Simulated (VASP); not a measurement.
```yaml
crystal:
  lattice:
    - [0.00000, 2.93319, 2.93319]
    - [2.93319, 0.00000, 2.93319]
    - [2.93319, 2.93319, 0.00000]
  atoms:
    - { symbol: Sr, position: [0.00000, 0.00000, 0.00000] }
```

Method: rev-vdW-DF2, VASP's PBE PAW potentials (set 64) (plane waves; VASP). Run with 520 eV cut-off, 8×8×8 Γ-centred mesh, Gaussian smearing of 0.050 eV, potentials Sr_sv.

Problem. Predict the energy per atom (σ→0).

Solution. 
- energy per atom (σ→0) = 0.392 eV/atom

The compound is Sr in the fcc structure. This cell is one point of a volume scan, at 0.97 of the reference volume.
